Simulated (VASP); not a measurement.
The input files of a VASP run:

### INCAR
```
! general
SYSTEM   = PbSe
PREC     = Accurate
ENCUT    = 520
LREAL    = .FALSE.
LASPH    = .TRUE.

! electronic loop
EDIFF    = 1E-7
NELM     = 100
ALGO     = Normal
LMAXMIX  = 4

! smearing
ISMEAR   = 0
SIGMA    = 0.05

! functional
GGA      = MK
LUSE_VDW = .TRUE.
AGGAC    = 0.0
PARAM1   = 0.1234
PARAM2   = 1.0

! ions
ISIF     = 2

! output
LWAVE    = .FALSE.
LCHARG   = .FALSE.
```

KPOINTS:
```
Automatic mesh
0
Gamma
8 8 8
```

File POSCAR:
```
PbSe
3.015840
  0.0000000000   0.9999999886   0.9999999886
  0.9999999886   0.0000000000   0.9999999886
  0.9999999886   0.9999999886   0.0000000000
Pb Se
1 1
Cart
  0.0000000000   0.0000000000   0.0000000000
  0.9999999886   0.9999999886   0.9999999886
```

POTCAR, in this order: Pb_d Se (PBE.64 set). Program: vasp_std.

Q: Translate this optB86b-vdW calculation to Quantum ESPRESSO's pw.x.

A: One equivalent input (not run):
```
&CONTROL
  calculation = 'scf'
  pseudo_dir = './pseudo'
  outdir = './out'
  tprnfor = .true.
  tstress = .true.
/
&SYSTEM
  ibrav = 0
  nat = 2
  ntyp = 2
  ecutwfc = 86
  occupations = 'smearing'
  smearing = 'gaussian'
  degauss = 0.003675
  input_dft = 'vdw-df-ob86'
/
&ELECTRONS
  conv_thr = 7.3e-09
  electron_maxstep = 100
/
ATOMIC_SPECIES
  Pb 207.200 Pb.upf
  Se 78.971 Se.upf
CELL_PARAMETERS angstrom
     0.0000000    3.0158400    3.0158400
     3.0158400    0.0000000    3.0158400
     3.0158400    3.0158400    0.0000000
ATOMIC_POSITIONS crystal
  Pb   0.0000000  0.0000000  0.0000000
  Se   0.5000000  0.5000000  0.5000000
K_POINTS automatic
  8 8 8 0 0 0
```
The two are equivalent in intent, not identical: the potentials are each code's own (VASP's PAW set, PseudoDojo norm-conserving files in pw.x), so ENCUT and ecutwfc are chosen apart and not converted; conv_thr bounds pw.x's estimated SCF error, while EDIFF bounds the energy change between steps.

The compound is PbSe in the rock salt structure. This cell is one point of a volume scan, at 0.94 of the reference volume.
